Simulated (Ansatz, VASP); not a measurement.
GaF in VASP and in Ansatz

The input INCAR:

```
PREC = Accurate
ENCUT = 600
EDIFF = 1E-6
ISMEAR = -1
SIGMA = 0.05
LREAL = False
LASPH = True
NELM = 100
ALGO = Normal
ISIF = 3
LWAVE = False
LCHARG = False
GGA = RE
IVDW = 12
IBRION = 2
NSW = 40
EDIFFG = -0.01
```

The input KPOINTS:

```
regular mesh
0
Gamma
  9 9 9
```

POSCAR

```
GaF
1.0
    0.0000000000      2.5769602800      2.5769602800
    2.5769602800      0.0000000000      2.5769602800
    2.5769602800      2.5769602800      0.0000000000
Ga F
1 1
Direct
    0.2500000000      0.2500000000      0.2500000000
    0.0000000000      0.0000000000      0.0000000000
```

input.yaml

```yaml
crystal:
  lattice:
    - [0.0, 2.57696028, 2.57696028]
    - [2.57696028, 0.0, 2.57696028]
    - [2.57696028, 2.57696028, 0.0]
  atoms:
    - { symbol: Ga, position: [0.25, 0.25, 0.25] }
    - { symbol: F, position: [0.0, 0.0, 0.0] }
hamiltonian:
  xc: revpbe
  pseudopotentials: { kind: paw }
  dispersion: d3bj
kpoints:
  mp_grid: { grid: [9, 9, 9] }
scf:
  occupations: { method: fermi_dirac, width: 0.05 }
output:
  forces: true
  stress: true
  eigenvalues: true
relax:
  f_tol: 0.01
  max_steps: 40
  cell: { stress_tol: 0.05 }
```

The cell was built by a generator and needn't be a form met in nature.

Alike in both runs: task relaxation of cell and atoms; functional revPBE; dispersion D3(BJ); k mesh 9 × 9 × 9; occupations fermi-dirac, width 0.05 eV; no spin polarisation.

|  | VASP | Ansatz |
| --- | --- | --- |
| version | VASP 6.6.1 | Ansatz 0.2.0 |
| potentials or method | VASP PAW PBE potentials, release 64 (Ga_d, F) | Ansatz PAW |
| plane-wave cutoff (eV) | 600 | 420 |
| valence electrons in the cell | 20 | 20 |

|  | VASP | Ansatz | Ansatz less VASP |
| --- | --- | --- | --- |
| gap on the k mesh at the Fermi level, each at its own relaxed structure (eV) | 2.72 | 2.75 | +0.021 |
| relaxed volume (Å³/atom) | 24.58 | 24.70 | +0.123 |
| relaxed cell length with the largest relative difference (Å) | 4.112 | 4.119 | +0.0068 |
| energy change over the relaxation (meV/atom) | -368 | -374 | -6.2 |

Caveats: the volume moved by over 15 % at a fixed basis, so the end points are rough; the PAW data sets were made with another functional, which shifts forces and pressure a little (VASP); an odd mesh through Γ misses points on the zone boundary, where band edges often lie (VASP); odd divisions of the mesh miss points on the zone boundary, where band edges often lie, so the gap on the mesh can be too wide (Ansatz); the plane-wave basis is chosen anew once the cell has moved, so the energies of steps on either side of that aren't comparable (Ansatz); the PAW data sets come from PBE, with cores solved anew for the run's functional, which leaves a small shift of forces and pressure (Ansatz).
